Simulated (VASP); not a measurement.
Data:

```xyz
5
Lattice="4.2238 0.0000 0.0000 0.0000 4.2238 0.0000 0.0000 0.0000 4.2238" Properties=species:S:1:pos:R:3 pbc="T T T"
Ba     0.0000     0.0000     0.0000
Zr     2.1119     2.1119     2.1119
O      2.1119     0.0000     2.1119
O      0.0000     2.1119     2.1119
O      2.1119     2.1119     0.0000
```

The numbers are results of optB88-vdW, VASP's PBE PAW potentials (set 64) (plane waves; VASP), not measurements. Settings: 520 eV cut-off, Gaussian smearing of 0.050 eV, potentials Ba_sv Zr_sv O.

Unless said otherwise, spin-orbit coupling is left out, though it shifts the bands of the heavy elements here.

Give the energies of bands 12 to 23 at the high-symmetry points, in eV from the valence-band maximum.

```csv
band,Γ,X,M,R
12,-1.47,-3.56,-3.64,-3.62
13,-1.47,-1.86,-3.64,-3.62
14,-1.47,-1.86,-3.57,-3.43
15,-0.95,-1.74,-2.30,-2.50
16,-0.95,-1.68,-2.30,-2.50
17,-0.95,-1.68,-0.92,-2.50
18,-0.25,-1.60,-0.92,0.00
19,-0.25,-0.48,-0.84,0.00
20,-0.25,-0.48,-0.07,0.00
21,3.19,3.60,5.54,5.99
22,3.19,5.57,5.54,5.99
23,3.19,5.57,6.34,5.99
```

The gap is indirect, 3.19 eV, from the valence maximum at R to the conduction minimum at Γ.

The compound is BaZrO3 in the cubic perovskite structure. It was relaxed first.
